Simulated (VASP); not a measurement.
Given:

```
CELL_PARAMETERS angstrom
      0.00000     1.84808     1.84808
      1.84808     0.00000     1.84808
      1.84808     1.84808     0.00000
ATOMIC_POSITIONS crystal
  B  0.00000 0.00000 0.00000
  N  0.25000 0.25000 0.25000
```

These are TPSS meta-GGA, VASP's PBE PAW potentials (set 64) (plane waves; VASP 6.6.1) values and carry that method's errors. Settings: 520 eV cut-off, 12×12×12 Γ-centred mesh, Gaussian smearing of 0.050 eV, potentials B N.

Q: Give the stress tensor in GPa (positive for a compressed cell).

A: 
```
-19.66    0.00    0.00
  0.00  -19.66    0.00
  0.00    0.00  -19.66
```
The pressure is its mean diagonal, -19.66 GPa.

The compound is BN in the zinc blende structure. This cell is one point of a volume scan, at 1.06 of the reference volume.
